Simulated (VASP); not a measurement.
Consider the following.

```
Ga
1.0
    2.16763    -3.71910     0.00000
    2.16763     3.71910     0.00000
    0.00000     0.00000     4.37131
Ga
4
Direct
  0.15453   0.84547   0.91747
  0.34547   0.65453   0.41747
  0.65453   0.34547   0.58253
  0.84547   0.15453   0.08253
```

Computed with PBE GGA, VASP's PBE PAW potentials (set 64) (plane waves; VASP). Run with 500 eV cut-off, 8×8×7 Γ-centred mesh, first-order Methfessel-Paxton smearing of 0.10 eV, potentials Ga_d.

Energy and stress use the plane-wave basis of the starting cell.

### Question
The ions, cell shape and volume at an external pressure of 20.0 GPa are relaxed. What does this cell relax into?

### Answer

```
Ga
1.0
    2.10116    -3.62710     0.00000
    2.10116     3.62710     0.00000
    0.00000     0.00000     4.24674
Ga
4
Cartesian
  2.10116   2.50910   3.89591
  2.10116   1.11801   1.77254
  2.10116  -1.11801   2.47421
  2.10116  -2.50910   0.35083
```
Space group Cmce (64), at a tolerance of 0.03 Å.

### Question
How do energy and volume change from the first to the last step?

### Answer
The energy (σ→0) changes by +131.8 meV/atom and the volume by -8.2 %, in 7 ionic steps.

| step | E(σ→0) (eV) | max force (eV/Å) | pressure (GPa) | volume (Å³) |
|---|---|---|---|---|
| 1 | -11.3235 | 0.021 | 10.12 | 70.48 |
| 2 | -10.0244 | 0.057 | 32.51 | 59.96 |
| 3 | -10.8083 | 0.025 | 19.74 | 64.83 |
| 4 | -10.7946 | 0.027 | 20.02 | 64.72 |
| 5 | -10.7932 | 0.037 | 20.05 | 64.71 |
| 6 | -10.7927 | 0.043 | 20.03 | 64.70 |
| 7 | -10.7962 | 0.011 | 19.95 | 64.73 |

The compound is Ga in the alpha structure. This run relaxes it under an external pressure of 20 GPa. Symmetry was kept, so distortions that lower it aren't found.
